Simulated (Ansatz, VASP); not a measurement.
# Cross-check of WSe2 between VASP and Ansatz

One calculation is typed for both programs; each brings its own data sets. How far apart do they land? The cell is taken from a series of runs on this material, whose earlier steps may have relaxed, scaled, displaced or heated it; both programs get it as it stands.

Main program and level: Ansatz 0.2.0; plane waves, with VASP 6.6.1 beside it; single point at LDA and single point at r2SCAN.

## 1. Set-up

The structure is hexagonal, space group P-6m2 (No. 187). The conventional cell has a = 3.300 Å, b = 3.300 Å, c = 16.650 Å, α = 90.00°, β = 90.00°, γ = 120.00°. Nearest to W lie 6 Se at 2.53 Å. Nearest to Se lie 3 W at 2.53 Å. Farther neighbours and most contacts between anions are not listed.

As a file:

```cif
data_structure
_symmetry_space_group_name_H-M 'P 1'
_symmetry_Int_Tables_number 1
_cell_length_a 3.2997
_cell_length_b 3.2997
_cell_length_c 16.6497
_cell_angle_alpha 90.000
_cell_angle_beta 90.000
_cell_angle_gamma 120.000
_cell_volume 157.00
loop_
_atom_site_label
_atom_site_type_symbol
_atom_site_fract_x
_atom_site_fract_y
_atom_site_fract_z
_atom_site_occupancy
W1 W 0.00000 0.00000 0.00000 1
Se2 Se 0.33333 0.66667 0.10001 1
Se3 Se 0.33333 0.66667 0.89999 1
```

## 2. VASP: single point, LDA, pair 1

With cell and atoms fixed, the geometry can't cause a difference; cores, projectors, grids and the points listed under the comparison can.

Lines of VASP's logs that name or quote its potential files are left out, and so is its time.

INCAR

```
SYSTEM = WSe2
PREC = Accurate
ENCUT = 600
EDIFF = 1E-06
NELM = 120
ISMEAR = 0
SIGMA = 0.01
LREAL = .FALSE.
ALGO = Normal
GGA = PW92
NBANDS = 15
LASPH = .TRUE.
LORBIT = 11
LWAVE = .FALSE.
LCHARG = .FALSE.
ISIF = 2
GGA_COMPAT = .FALSE.
EFERMI = MIDGAP
KPAR = 2
```

POSCAR

```
WSe2
1.0
    3.2996977221      0.0000000000      0.0000000000
   -1.6498488611      2.8576220521      0.0000000000
    0.0000000000      0.0000000000     16.6497436986
W Se
1 2
Direct
    0.0000000000      0.0000000000      0.0000000000
    0.3333333333      0.6666666667      0.1000080529
    0.3333333333      0.6666666667      0.8999919471
```

KPOINTS

```
Automatic mesh
0
Gamma
12 12 2
0 0 0
```

The projector-augmented-wave data sets are W and Se (LDA family, release 64).

The run is started by

```console
mpirun -np 2 vasp_std
```

Numbers of over 12 decimals in the logs are rounded to 6 here.

The log of the run:

```text
[banner, memory and clock lines left out]
running    2 mpi-ranks, on    1 nodes
 distrk:  each k-point on    1 cores,    2 groups
 distr:  one band on    1 cores,    1 groups

 POSCAR found type information on POSCAR W Se
 POSCAR found :  2 types and       3 ions
|                                                                             |
|               ----> ADVICE to this user running VASP <----                  |
|                                                                             |
|     You enforced a specific xc type in the INCAR file but a different       |
|     [... a line on the potential file left out ...]
|     I HOPE YOU KNOW WHAT YOU ARE DOING!                                     |
|                                                                             |

 LDA part: xc-table for (Slater(with rela. corr.)+PW92), standard interpolation
 POSCAR, INCAR and KPOINTS ok, starting setup
 FFT: planning ... GRIDC
 FFT: planning ... GRID_SOFT
 FFT: planning ... GRID
 WAVECAR not read
 entering main loop
       N       E                     dE             d eps       ncg     rms          rms(c)
DAV:   1     0.114361119525E+03    0.11436E+03   -0.69301E+03  1140   0.102E+03
DAV:   2    -0.134935202260E+02   -0.12785E+03   -0.11860E+03  1762   0.188E+02
DAV:   3    -0.250312389009E+02   -0.11538E+02   -0.11424E+02  1574   0.616E+01
DAV:   4    -0.252457164766E+02   -0.21448E+00   -0.21408E+00  1378   0.101E+01
DAV:   5    -0.252500552054E+02   -0.43387E-02   -0.43380E-02  1576   0.130E+00    0.218E+01
DAV:   6    -0.244206301924E+02    0.82943E+00   -0.23603E+00  1670   0.105E+01    0.842E+00
DAV:   7    -0.242833989392E+02    0.13723E+00   -0.12188E+00  1406   0.805E+00    0.512E+00
DAV:   8    -0.241731376465E+02    0.11026E+00   -0.17742E-01  1476   0.362E+00    0.459E-01
DAV:   9    -0.241731937855E+02   -0.56139E-04   -0.28942E-02  1532   0.111E+00    0.192E-01
DAV:  10    -0.241724433341E+02    0.75045E-03   -0.18808E-03  1427   0.296E-01    0.118E-01
DAV:  11    -0.241725415936E+02   -0.98259E-04   -0.18037E-04  1441   0.966E-02    0.602E-02
DAV:  12    -0.241726680796E+02   -0.12649E-03   -0.35120E-04  1322   0.104E-01    0.292E-02
DAV:  13    -0.241727710060E+02   -0.10293E-03   -0.41568E-05  1343   0.434E-02    0.357E-02
DAV:  14    -0.241728983038E+02   -0.12730E-03   -0.57238E-05  1329   0.304E-02    0.700E-03
DAV:  15    -0.241729615197E+02   -0.63216E-04   -0.94933E-06  1504   0.158E-02    0.875E-03
DAV:  16    -0.241730450672E+02   -0.83548E-04   -0.98248E-06  1371   0.104E-02    0.625E-03
DAV:  17    -0.241731010093E+02   -0.55942E-04   -0.40917E-06  1299   0.656E-03    0.208E-03
DAV:  18    -0.241731084988E+02   -0.74895E-05   -0.28229E-07  1214   0.257E-03    0.126E-03
DAV:  19    -0.241731137062E+02   -0.52074E-05   -0.33988E-07   953   0.191E-03    0.131E-03
DAV:  20    -0.241731147668E+02   -0.10607E-05   -0.63865E-08  1116   0.107E-03    0.538E-04
DAV:  21    -0.241731148459E+02   -0.79027E-07   -0.86782E-09  1039   0.609E-04
   1 F= -.24173115E+02 E0= -.24173115E+02  d E =0.000000E+00
```

Parts of OUTCAR (step 2):

```text
ion  position               nearest neighbor table
   1  0.000  0.000  0.000-   2 2.53   3 2.53   2 2.53   3 2.53   2 2.53   3 2.53
   2  0.333  0.667  0.100-   1 2.53   1 2.53   1 2.53
   3  0.333  0.667  0.900-   1 2.53   1 2.53   1 2.53

  LATTYP: Found a hexagonal cell.
 ALAT       =     3.2996977221
 C/A-ratio  =     5.0458390740

 Subroutine GETGRP returns: Found 12 space group operations
 (whereof 12 operations were pure point group operations)

The static configuration has the point symmetry D_3h.

 Found     38 irreducible k-points:

   k-points           NKPTS =     38   k-points in BZ     NKDIM =     38   number of bands    NBANDS=     15

   dimension x,y,z NGX =    28 NGY =   28 NGZ =  140
   dimension x,y,z NGXF=    56 NGYF=   56 NGZF=  280

   ENCUT  =  600.0 eV  44.10 Ry    6.64 a.u.   6.59  6.59 33.25*2*pi/ulx,y,z

   NELECT =      18.0000    total number of electrons

 k-points in reciprocal lattice and weights: Automatic mesh
   0.00000000  0.00000000  0.00000000       0.003
   0.08333333  0.00000000  0.00000000       0.021
   0.16666667  0.00000000  0.00000000       0.021
   0.25000000  0.00000000  0.00000000       0.021
   0.33333333  0.00000000  0.00000000       0.021
   0.41666667  0.00000000  0.00000000       0.021
   0.50000000  0.00000000  0.00000000       0.010
   0.08333333  0.08333333  0.00000000       0.021
   0.16666667  0.08333333  0.00000000       0.042
[...]
0.33333333  0.25000000  0.50000000       0.042
   0.33333333  0.33333333  0.50000000       0.007

 average (electrostatic) potential at core
       1 -47.3752       2 -65.6265       3 -65.6265

 E-fermi :  -0.5919

 k-point     1 :       0.0000    0.0000    0.0000
  band No.  band energies     occupation
    ...
      5      -3.7487      2.00000
      6      -3.4866      2.00000
      7      -2.6104      2.00000
      8      -2.6104      2.00000
      9      -1.6920      2.00000
     10       1.6138      0.00000
     11       1.6138      0.00000
     12       1.8125      0.00000
     13       1.8125      0.00000
     14       2.9881      0.00000
    ...

 k-point     2 :       0.0833    0.0000    0.0000
  band No.  band energies     occupation
    ...
      5      -3.7528      2.00000
      6      -3.6461      2.00000
      7      -2.7852      2.00000
      8      -2.5293      2.00000
      9      -1.7238      2.00000
     10       1.3483      0.00000
     11       1.3596      0.00000
     12       1.6744      0.00000
     13       1.7941      0.00000
     14       3.3660      0.00000
    ...

 k-point     3 :       0.1667    0.0000    0.0000
  band No.  band energies     occupation
    ...
      5      -4.3038      2.00000
      6      -3.3612      2.00000
      7      -3.1949      2.00000
      8      -2.6207      2.00000
      9      -1.9037      2.00000
     10       0.7574      0.00000
     11       1.1474      0.00000
     12       1.3596      0.00000
     13       2.1991      0.00000
     14       3.8540      0.00000
    ...

  Total       -1.8983535     -1.8983535     -1.2216224      0.0000000     -0.0000000      0.0000000
  in kB      -19.3731911    -19.3731911    -12.4669746      0.0000000     -0.0000000      0.0000000
  external PRESSURE =     -17.0711189 kB  Pullay stress =       0.0000000 kB

  energy-cutoff  :      600.00
  volume of cell :      157.00
      direct lattice vectors                 reciprocal lattice vectors
     3.299697722  0.000000000  0.000000000     0.303058063  0.174970654  0.000000000
    -1.649848861  2.857622052  0.000000000     0.000000000  0.349941308  0.000000000
     0.000000000  0.000000000 16.649743699     0.000000000  0.000000000  0.060060985

 POSITION                                       TOTAL-FORCE (eV/Angst)
 -----------------------------------------------------------------------------------
      0.00000      0.00000      0.00000        -0.000000      0.000000      0.000000
     -0.00000      1.90508      1.66511         0.000000      0.000000     -0.365544
     -0.00000      1.90508     14.98464         0.000000     -0.000000      0.365544
 -----------------------------------------------------------------------------------
    total drift:                                0.000000     -0.000000     -0.000000

  FREE ENERGIE OF THE ION-ELECTRON SYSTEM (eV)
  ---------------------------------------------------
  free  energy   TOTEN  =       -24.1731148459 eV

  energy  without entropy=      -24.1731148459  energy(sigma->0) =      -24.17311485

 total charge
# of ion       s       p       d       tot
------------------------------------------
    1        0.535   0.614   4.201   5.349
    2        1.478   2.352   0.068   3.898
    3        1.478   2.352   0.068   3.898
--------------------------------------------------
tot          3.491   5.318   4.336  13.145

[... 3 further parts left out ...]
```

This run has no spin polarisation, so a moment on W, if there is one, isn't seen. The data set W keeps the semicore shell frozen, which is cheaper and a little less accurate.

## 3. Ansatz: single point, LDA, pair 1

Ansatz runs on PAW files that the input asks for by source.

The same cell, functional (in two slightly different forms) and mesh now go to Ansatz, which takes its cutoff from its data sets.

input.yaml

```yaml
crystal:
  lattice:
    - [3.2996977221, 0.0, 0.0]
    - [-1.6498488611, 2.8576220521, 0.0]
    - [0.0, 0.0, 16.6497436986]
  atoms:
    - { symbol: W, position: [0.0, 0.0, 0.0] }
    - { symbol: Se, position: [0.3333333333, 0.6666666667, 0.1000080529] }
    - { symbol: Se, position: [0.3333333333, 0.6666666667, 0.8999919471] }
kpoints:
  mp_grid: { grid: [12, 12, 2] }
hamiltonian:
  xc: lda
  pseudopotentials: { kind: paw, source: ansatz }
scf:
  occupations: { method: fixed }
  n_extra_bands: 5
  convergence: { dr2_threshold: 1.0e-09 }
output:
  eigenvalues: true
  forces: true
  stress: true
```

The run is started by

```console
ansatz run input.yaml --threads 8 --pin off --max-ram 18432MiB --backend cpu --events-out ev --progress --plain --runs-dir out
```

The log of the run:

```text
Warning: output.stress: scf.convergence.dr2_threshold = 1e-9 eV is looser than the 3e-10 eV advised for a printed stress (1e-10 eV for each atom of the cell: 3). What an SCF threshold leaves in a stress goes as its square root, and in the free energy as the threshold itself, and one threshold admits the most on a small cell: [figures from the program's tests cut] Set scf.convergence.dr2_threshold to 3e-10 eV or tighter. The threshold is an SCF's pass mark: one that does not reach it within its budget of iterations ends unconverged, or closes short of it on a stop that the run arms, and scf.convergence.dr2_threshold's page says what that costs each kind of run
scf.n_extra_bands = 5 over 30 filled bands (N_el = 60.0): the run solves 35 bands
Engine: ansatz 0.2.0, aarch64-unknown-linux-gnu
Pseudopotentials: kind: paw
Pseudopotential: W, paw, valence charge 28, recommended cutoff 760 eV (normal), W.paw.azcp
Pseudopotential: Se, paw, valence charge 16, recommended cutoff 580 eV (normal), Se.paw.azcp
Functional definition: SPW92
  exchange = slater_x
  correlation = pw_c
Crystal: 3 atoms, lattice volume = 156.995 Å³
Basis set: ecut = 760 eV, 7545 PW (Γ)
Bands: 35, of which v1, the nominal top of the filled ones, is band 30 counted from 1 (29 counted from 0)
Symmetry: 12 space group operations
Space group: P-6m2 (ITA 187), of the structure as read, at distance tolerance 5.4e-5 Å
k-points: 38 of 288 (time reversal used)
Non-local potential: W, projectors of the file, l = 0: 3, l = 1: 3, l = 2: 2, l = 3: 3
Non-local potential: Se, projectors of the file, l = 0: 2, l = 1: 2, l = 2: 3, l = 3: 1
PAW form: soft (Blöchl's): semilocal exchange-correlation on the pseudo side does not see the compensation charge
PAW frozen core: W, regenerated for the run's functional, and the local potential with it (the file was generated under x = pbe(κ = 0.804, μ = 0.219515), c = pbe(β = 0.066725))
PAW frozen core: Se, regenerated for the run's functional, and the local potential with it (the file was generated under x = pbe(κ = 0.804, μ = 0.219515), c = pbe(β = 0.066725))
PAW one-centre angular grid: W, 590 points (default); XC on 64 Gauss nodes
PAW one-centre angular grid: Se, 590 points (default); XC on 64 Gauss nodes
Initial density: superposition of atomic densities (neutral atoms: chi_scale 0, normalization atom)
Initial wavefunctions: pseudopotential atomic-orbital guess
Functional: x = slater, c = lda
iter 1 solved again at ethr=1.98e-3 eV; its pass at ethr=3.10e-3 eV (dr2=1.19e0 eV) is discarded
SCF iter   1: F=—  HF=-28393.594992 eV  |F-HF|=—  |Δ(HF+E_count)|=         —  Δρ=2.09e-2  dr2=1.18e0  ethr=1.98e-3  ⟨swp⟩=1.1  Hψ=6497  notcnv=0  defer=76
preconditioner: auto → Resta (q_TF=auto, 2.324 Å⁻¹)  ε∞=2.9  [insulator: Δε(μ)=1.478 eV  Ē_g=9.025 eV  n_scr=30 (ndim 8)  ℏωp=12.6 eV  f_vac=0.605  ε∞_Penn≈2.9  vacuum switching on, ρ_ref=5.9e-3 e/Å³]
SCF iter   2: F=—  HF=-28393.287773 eV  |F-HF|=—  |Δ(HF+E_count)|=   3.07e-1  Δρ=1.10e-2  dr2=1.88e-1  ethr=1.96e-3  ⟨swp⟩=2.0  Hψ=1660  notcnv=0  defer=89
SCF iter   3: F=—  HF=-28393.232013 eV  |F-HF|=—  |Δ(HF+E_count)|=   5.58e-2  Δρ=3.70e-3  dr2=7.15e-2  ethr=3.13e-4  ⟨swp⟩=3.0  Hψ=1881  notcnv=0  defer=114
SCF iter   4: F=—  HF=-28393.223059 eV  |F-HF|=—  |Δ(HF+E_count)|=   8.95e-3  Δρ=1.76e-3  dr2=9.88e-3  ethr=1.19e-4  ⟨swp⟩=2.7  Hψ=1858  notcnv=0  defer=112
SCF iter   5: F=—  HF=-28393.221510 eV  |F-HF|=—  |Δ(HF+E_count)|=   1.55e-3  Δρ=4.68e-4  dr2=3.61e-4  ethr=1.65e-5  ⟨swp⟩=2.7  Hψ=1756  notcnv=0  defer=114
SCF iter   6: F=—  HF=-28393.221584 eV  |F-HF|=—  |Δ(HF+E_count)|=   7.44e-5  Δρ=1.41e-4  dr2=5.06e-5  ethr=6.02e-7  ⟨swp⟩=2.0  Hψ=1554  notcnv=0  defer=113
SCF iter   7: F=—  HF=-28393.221597 eV  |F-HF|=—  |Δ(HF+E_count)|=   1.26e-5  Δρ=2.84e-5  dr2=2.56e-6  ethr=8.44e-8  ⟨swp⟩=2.0  Hψ=1638  notcnv=0  defer=110
SCF iter   8: F=—  HF=-28393.221765 eV  |F-HF|=—  |Δ(HF+E_count)|=   1.68e-4  Δρ=1.09e-5  dr2=2.39e-7  ethr=4.26e-9  ⟨swp⟩=2.0  Hψ=2452  notcnv=0  defer=105
SCF iter   9: F=—  HF=-28393.221765 eV  |F-HF|=—  |Δ(HF+E_count)|=   1.99e-7  Δρ=3.14e-6  dr2=2.52e-8  ethr=3.99e-10  ⟨swp⟩=2.6  Hψ=2457  notcnv=0  defer=105
SCF iter  10: F=—  HF=-28393.221765 eV  |F-HF|=—  |Δ(HF+E_count)|=   1.29e-8  Δρ=6.15e-7  dr2=1.20e-9  ethr=4.20e-11  ⟨swp⟩=3.0  Hψ=2714  notcnv=0  defer=105
SCF iter  11: F=-28393.221765 eV  HF=-28393.221765 eV  |F-HF|=3.64e-11  |Δ(HF+E_count)|=  1.09e-10  Δρ=1.28e-7  dr2=2.65e-11  ethr=1.67e-12  ⟨swp⟩=13.8  Hψ=6966  notcnv=0
SCF 1 converged in 11 iterations: F = -28393.221765 eV  dr2 = 2.65e-11
  greatest PAW one-centre occupation: 0.998 electrons in one spin orbital (limit 2), on the W atom at site 0 (counted from 0), in its partial waves of l = 3
SCF converged after 11 iterations
Free energy (F): -28393.221765 eV
Harris-Foulkes:  -28393.221765 eV  (|F-HF|=3.64e-11)
Internal energy: -28393.221765 eV  (E = F + TS)
E sigma→0 (E₀):  -28393.221765 eV
Fermi energy:    2.231136 eV
--- Per-component energies (eV) ---
  E_band       = -1685.064184
  E_kinetic    = 1125.631556
  E_local      = -65503.805376  (includes V_loc(G=0)·N_el)
  E_nonlocal   = 410.399865
  E_hartree    = 30111.191833
  E_xc         = -589.938344
  E_vxc        = -539.209312  (∫ρ·V_xc dr)
  E_paw        = -10260.975511  (= ΣΔE_a)
  E_vpaw       = 2599.535854  (= ΣTr[D̂ρ^β])
  E_aug_tail   = -0.000194  (compensation charges beyond the density's cutoff)
  E_ewald      = 16307.052623
  E_core_change = 7.221783  (= ΣΔE_core)
  E_smearing   = -0.000000  (= −TS)
  E_closure    = 0.000000  (closes the sum)
  Σ components = -28393.221765   (vs F -28393.221765, Δ=0.00e0)
--- Forces (eV/Å), atoms counted from 1 ---
  atom   1  W      0.00000000     0.00000000    -0.00000000
  atom   2  Se     0.00000000     0.00000000    -0.35099955
  atom   3  Se     0.00000000     0.00000000     0.35099955
  max |Σ_I F_I| component: 8.14e-16 eV/Å
--- Stress (GPa, compression-positive) ---
       -1.858221       0.000000      -0.000000
        0.000000      -1.858221       0.000000
       -0.000000       0.000000      -1.192840
  P = ⅓ Tr σ = -1.6364 GPa (-16.364 kbar)
--- Band table (eV; the first three rows and the last of 38) ---
  k-point 0: bands = [... 26 lower, 0.1005, 0.9987, 0.9987, 1.9159, 5.2071, 5.2071, 5.4023, 5.4023, ... 1 higher]
  k-point 1: bands = [... 26 lower, 0.1005, 0.9987, 0.9987, 1.9159, 5.2071, 5.2071, 5.4023, 5.4023, ... 1 higher]
  k-point 2: bands = [... 26 lower, -0.0369, 0.8232, 1.0700, 1.8840, 4.9387, 4.9568, 5.2658, 5.3897, ... 1 higher]
  k-point 37: bands = [... 26 lower, -1.4645, -1.0152, -0.0601, 2.2311, 3.8048, 5.0751, 5.7757, 7.1935, ... 1 higher]
```

## 4. Comparison

Known differences besides the potentials themselves: fixed occupations in Ansatz, narrow Gaussian smearing in VASP; the data sets hold 60 valence electrons in Ansatz (on PAW files that the input asks for by source) and 18 in VASP; the cutoff is 760 eV in Ansatz and 600 eV in VASP; VASP's log shows a relativistic correction to its local exchange, Ansatz's none. Total energies have different zeros and are not compared.

Compared:

| quantity | Ansatz | VASP | difference |
| --- | --- | --- | --- |
| pressure (GPa) | -1.64 | -1.71 | +0.07 |
| gap on the k mesh (eV) | 1.574 | 1.572 | +0.002 |

Forces (eV/Å; atoms numbered as in POSCAR):

| atom | Ansatz x, y, z | VASP x, y, z |
| --- | --- | --- |
| W1 | 0.000, 0.000, 0.000 | 0.000, 0.000, 0.000 |
| Se2 | 0.000, 0.000, -0.351 | 0.000, 0.000, -0.366 |
| Se3 | 0.000, 0.000, 0.351 | 0.000, 0.000, 0.366 |

The forces differ by 6.9 meV/Å r.m.s., which is 4.0 % of the r.m.s. force of 0.172 eV/Å (both taken over all components). A gap on the mesh is an upper bound, since the band edges may lie between its points; neither run holds spin-orbit coupling, which can move the band edges of a compound of W.

(Part 1 of 2 ends here.)

[Lines on the potential files, build, host, timing and source positions are cut from VASP's logs without a mark.]

[Logs are printed without paths, hosts, clocks, repeated set-up lines and the standing remarks that a program may print on its own settings, such as how far it seeks lower states.]

[Hosts, paths, dates, database ids (printed as entryN), source tags and the programs' standing remarks are cut or masked in the printed files.]
